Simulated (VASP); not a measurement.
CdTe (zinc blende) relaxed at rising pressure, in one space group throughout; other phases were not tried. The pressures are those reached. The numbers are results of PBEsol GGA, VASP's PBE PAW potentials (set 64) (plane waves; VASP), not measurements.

```tsv
P (GPa)	V (Å³/atom)	k-mesh
-0.07	34.358	7×7×7
4.97	31.160	7×7×7
9.90	29.145	8×8×8
20.01	26.439	8×8×8
30.10	24.642	8×8×8
```

A change of mesh leaves a small step in the series.

Question: Fit an equation of state and predict the volume at 45.09 GPa.

Answer: Least squares on the third-order Birch-Murnaghan form, P = (3B0/2)(y⁷ − y⁵)[1 + (3/4)(B′ − 4)(y² − 1)] with y = (V0/V)^(1/3), gives V0 = 34.296 Å³/atom, B0 = 41 GPa and B′ = 4.7, and so 22.777 Å³/atom. The run gave 22.767 Å³/atom, -0.0 % from the fit.

Pressures at which the relaxation failed are left out.

The compound is CdTe in the zinc blende structure.
